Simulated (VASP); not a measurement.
Here is the system:

```
GaP
1.0
    0.00000     2.71645     2.71645
    2.71645     0.00000     2.71645
    2.71645     2.71645     0.00000
Ga P
1 1
Direct
  0.00000   0.00000   0.00000
  0.25000   0.25000   0.25000
```

Method: PBEsol GGA, VASP's PBE PAW potentials (set 64) (plane waves; VASP). Run with 480 eV cut-off, 8×8×8 Γ-centred mesh, Gaussian smearing of 0.050 eV, potentials Ga_d P.

**Question.** Predict the energy per atom (σ→0), band gap (on the k-mesh) with the smallest direct gap where there is one.

**Answer.** 
```
Property                                     Result
-----------------------------------  --------------
band gap (on the k-mesh)                    1.50 eV
smallest direct gap (on the k-mesh)         1.83 eV
energy per atom (σ→0)                -4.960 eV/atom
```

The absolute energy has meaning only against runs of the same code, potentials and settings.

The compound is GaP in the zinc blende structure. It was relaxed first.
